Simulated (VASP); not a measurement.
These are PBE GGA, VASP's PBE PAW potentials (set 64) (plane waves; VASP) values and carry that method's errors.

Input for VASP

**INCAR**
```
# general
SYSTEM =Mg2Au
PREC   =Accurate
ENCUT  =300
LREAL  =.FALSE.
LASPH  =.TRUE.

# electronic loop
EDIFF  =1E-6
NELM   =100
ALGO   =Normal
LMAXMIX=6

# smearing
ISMEAR =0
SIGMA  =0.2

# functional
GGA    =PE

# ions
ISIF   =2

# output
LWAVE  =.FALSE.
LCHARG =.FALSE.
```

KPOINTS:
```
Automatic mesh
0
G
 5 5 5
```

### POSCAR
```
Mg2Au
1
    0.0000000000     4.0589190000     4.0589190000
    4.0589190000     0.0000000000     4.0589190000
    4.0589190000     4.0589190000     0.0000000000
Mg Au
4 2
Direct
  0.1250000000   0.1250000000   0.1250000000
  0.6250000000   0.1250000000   0.1250000000
  0.1250000000   0.6250000000   0.1250000000
  0.1250000000   0.1250000000   0.6250000000
  0.7500000000   0.7500000000   0.7500000000
  0.5000000000   0.5000000000   0.5000000000
```

POTCAR, in this order: Mg Au (PBE.64 set). Program: vasp_std.

Output

File OUTCAR:
```
 ion  position               nearest neighbor table
   1  0.125  0.125  0.125-   2 2.87   3 2.87   4 2.87   4 2.87   3 2.87   2 2.87   5 3.37   6 3.37
                             5 3.37   6 3.37   5 3.37   6 3.37
   2  0.625  0.125  0.125-   1 2.87   4 2.87   3 2.87   1 2.87   3 2.87   4 2.87   5 3.37   6 3.37
                             6 3.37   5 3.37   5 3.37   6 3.37
   3  0.125  0.625  0.125-   1 2.87   4 2.87   1 2.87   2 2.87   4 2.87   2 2.87   5 3.37   6 3.37
                             5 3.37   5 3.37   6 3.37   6 3.37
   4  0.125  0.125  0.625-   1 2.87   1 2.87   2 2.87   3 2.87   3 2.87   2 2.87   5 3.37   5 3.37
                             6 3.37   6 3.37   5 3.37   6 3.37
   5  0.750  0.750  0.750-   2 3.37   3 3.37   4 3.37   1 3.37   2 3.37   3 3.37   1 3.37   2 3.37
                             4 3.37   1 3.37   3 3.37   4 3.37   6 3.52   6 3.52   6 3.52   6 3.52
   6  0.500  0.500  0.500-   2 3.37   3 3.37   4 3.37   1 3.37   2 3.37   4 3.37   1 3.37   1 3.37
                             3 3.37   2 3.37   3 3.37   4 3.37   5 3.52   5 3.52   5 3.52   5 3.52
  LATTYP: Found a face centered cubic cell.
 ALAT       =     8.1178380000
 Subroutine PRICEL returns:
 Original cell was already a primitive cell.
 Subroutine GETGRP returns: Found 48 space group operations
The static configuration has the point symmetry T_d .
 The point group associated with its full space group is O_h .
The dynamic configuration has the point symmetry T_d .
 Subroutine INISYM returns: Found 48 space group operations
 Subroutine IBZKPT returns following result:
 Found     10 irreducible k-points:

 Following reciprocal coordinates:
            Coordinates               Weight
  0.000000  0.000000  0.000000      1.000000
  0.200000  0.000000  0.000000      8.000000
  0.400000  0.000000  0.000000      8.000000
  0.200000  0.200000  0.000000      6.000000
  0.400000  0.200000  0.000000     24.000000
 -0.400000  0.200000  0.000000     24.000000
 -0.200000  0.200000  0.000000     12.000000
  0.400000  0.400000  0.000000      6.000000
 -0.400000  0.400000  0.000000     12.000000
 -0.400000  0.400000  0.200000     24.000000
   k-points           NKPTS =     10   k-points in BZ     NKDIM =     10   number of bands    NBANDS=     19
   number of dos      NEDOS =    301   number of ions     NIONS =      6
   total plane-waves  NPLWV =  32768
   dimension x,y,z NGX =    32 NGY =   32 NGZ =   32
   dimension x,y,z NGXF=    64 NGYF=   64 NGZF=   64
   ions per type =               4   2
   PREC   = accura    normal or accurate (medium, high low for compatibility)
   ISTART =      0    job   : 0-new  1-cont  2-samecut
   ICHARG =      2    charge: 1-file 2-atom 10-const
   ISPIN  =      1    spin polarized calculation?
   LNONCOLLINEAR =      F non collinear calculations
   LSORBIT =      F    spin-orbit coupling
   INIWAV =      1    electr: 0-lowe 1-rand  2-diag
   ENCUT  =  300.0 eV  22.05 Ry    4.70 a.u.   8.11  8.11  8.11*2*pi/ulx,y,z
   NELM   =    100;   NELMIN=  2; NELMDL= -5     # of ELM steps
   EDIFF  = 0.1E-05   stopping-criterion for ELM
   LREAL  =      F    real-space projection
   NLSPLINE    = F    spline interpolate recip. space projectors
   LMAXMIX     =    6 max onsite mixed and CHGCAR
   VOSKOWN=      0    Vosko Wilk Nusair interpolation
   EDIFFG = 0.1E-04   stopping-criterion for IOM
   NSW    =      0    number of steps for IOM
   NBLOCK =      1;   KBLOCK =      1    inner block; outer block
   IBRION =     -1    ionic relax: 0-MD 1-quasi-New 2-CG
   NFREE  =      0    steps in history (QN), initial steepest desc. (CG)
   ISIF   =      2    stress and relaxation
   ISYM   =      2    0-nonsym 1-usesym 2-fastsym
   TEIN   =    0.0    initial temperature
   TEBEG  =    0.0;   TEEND  =   0.0 temperature during run
   SMASS  =  -3.00    Nose mass-parameter (am)
   PSTRESS=    0.0 pullay stress
   NELECT =      30.0000    total number of electrons
   EFERMI =   0.00;   METHOD = LEGACY
   ISMEAR =     0;   SIGMA  =   0.20  broadening in eV -4-tet -1-fermi 0-gaus
   IALGO  =     38    algorithm
   LDIAG  =      T    sub-space diagonalisation (order eigenvalues)
   IMIX   =      4    mixing-type and parameters
     AMIX     =   0.40;   BMIX     =  1.00
...
```

**OSZICAR**
```
       N       E                     dE             d eps       ncg     rms          rms(c)
DAV:   1     0.876687125397E+02    0.87669E+02   -0.86131E+03   380   0.835E+02
DAV:   2    -0.836112414826E+01   -0.96030E+02   -0.89992E+02   482   0.156E+02
DAV:   3    -0.130973243496E+02   -0.47362E+01   -0.46633E+01   452   0.341E+01
DAV:   4    -0.131631723823E+02   -0.65848E-01   -0.65569E-01   436   0.446E+00
DAV:   5    -0.131643283263E+02   -0.11559E-02   -0.11551E-02   434   0.608E-01    0.567E+00
DAV:   6    -0.125185177294E+02    0.64581E+00   -0.48860E+00   404   0.172E+01    0.406E+00
DAV:   7    -0.124507564448E+02    0.67761E-01   -0.26537E-01   406   0.414E+00    0.194E+00
DAV:   8    -0.124216418775E+02    0.29115E-01   -0.67447E-02   437   0.130E+00    0.290E-01
DAV:   9    -0.124195618297E+02    0.20800E-02   -0.65623E-03   426   0.649E-01    0.155E-01
DAV:  10    -0.124193690585E+02    0.19277E-03   -0.13453E-03   428   0.215E-01    0.320E-02
DAV:  11    -0.124193743403E+02   -0.52818E-05   -0.74183E-05   422   0.655E-02    0.993E-03
DAV:  12    -0.124193742549E+02    0.85391E-07   -0.57663E-06   401   0.197E-02
   1 F= -.12419374E+02 E0= -.12386249E+02  d E =-.662512E-01
```

File OUTCAR:
```
------------------------ aborting loop because EDIFF is reached ----------------------------------------
  FORCE on cell =-STRESS in cart. coord.  units (eV):
  Direction    XX          YY          ZZ          XY          YZ          ZX
  --------------------------------------------------------------------------------------
  Total       -4.0313421     -4.0313421     -4.0313421      0.0000000      0.0000000      0.0000000
  in kB      -48.2946576    -48.2946576    -48.2946576      0.0000000      0.0000000      0.0000000
  external PRESSURE =     -48.2946576 kB  Pullay stress =       0.0000000 kB
  volume of cell :      133.74
      direct lattice vectors                 reciprocal lattice vectors
     0.000000000  4.058919000  4.058919000    -0.123185508  0.123185508  0.123185508
     4.058919000  0.000000000  4.058919000     0.123185508 -0.123185508  0.123185508
     4.058919000  4.058919000  0.000000000     0.123185508  0.123185508 -0.123185508
 POSITION                                       TOTAL-FORCE (eV/Angst)
 -----------------------------------------------------------------------------------
      1.01473      1.01473      1.01473        -0.000000     -0.000000     -0.000000
      1.01473      3.04419      3.04419         0.000000     -0.000000     -0.000000
      3.04419      1.01473      3.04419         0.000000     -0.000000     -0.000000
      3.04419      3.04419      1.01473        -0.000000     -0.000000     -0.000000
      6.08838      6.08838      6.08838         0.000000      0.000000      0.000000
      4.05892      4.05892      4.05892        -0.000000     -0.000000     -0.000000
 -----------------------------------------------------------------------------------
    total drift:                               -0.000000     -0.000000      0.000000
  FREE ENERGIE OF THE ION-ELECTRON SYSTEM (eV)
  ---------------------------------------------------
  free  energy   TOTEN  =       -12.4193742549 eV

  energy  without entropy=      -12.3531230088  energy(sigma->0) =      -12.38624863
```
(Selected blocks of OUTCAR.)

### OUTCAR
```
 val. band max:        3.8643880227   @ k =  -0.4000   0.4000   0.0000

 cond. band min:       4.0240776250   @ k =  -0.2000   0.2000   0.0000


 Fermi energy:         3.9151933713

 k-point     1 :       0.0000    0.0000    0.0000
  band No.  band energies     occupation
      1      -3.4323      2.00000
      2      -0.2840      2.00000
      3      -0.2840      2.00000
      4      -0.1338      2.00000
      5      -0.1338      2.00000
      6      -0.1338      2.00000
      7       0.1646      2.00000
      8       0.1646      2.00000
      9       0.1646      2.00000
     10       0.5696      2.00000
     11       0.5696      2.00000
     12       2.2293      2.00000
     13       2.9538      2.00000
     14       4.6162      0.00000
     15       4.6162      0.00000
     16       4.6162      0.00000
     17       5.0460      0.00000
     18       5.1041      0.00000
     19       5.1041      0.00000

 k-point     2 :       0.2000    0.0000    0.0000
  band No.  band energies     occupation
      1      -3.1416      2.00000
      2      -0.3285      2.00000
      3      -0.3285      2.00000
      4      -0.1919      2.00000
      5      -0.1127      2.00000
      6      -0.0650      2.00000
      7      -0.0650      2.00000
      8       0.1774      2.00000
      9       0.1774      2.00000
     10       0.5702      2.00000
     11       0.5702      2.00000
     12       1.7820      2.00000
     13       2.4078      2.00000
     14       3.8301      1.45272
     15       4.1053      0.17881
     16       4.1053      0.17881
     17       4.7295      0.00000
     18       5.4663      0.00000
     19       5.4663      0.00000

 k-point     3 :       0.4000    0.0000    0.0000
  band No.  band energies     occupation
      1      -2.3064      2.00000
      2      -1.0956      2.00000
      3      -0.3320      2.00000
      4      -0.3320      2.00000
      5      -0.1679      2.00000
      6      -0.1107      2.00000
      7      -0.1107      2.00000
...
```

At this cut-off the stress carries a Pulay error, which pulls relaxed volumes low. Unless said otherwise, spin-orbit coupling is left out, though it shifts the bands of the heavy elements here.

The structure was generated: Mg2Au was put into an ordered model structure, which need not be its known phase. The cell was not relaxed at this level, and its volume differs by -5.9 % from the start's.
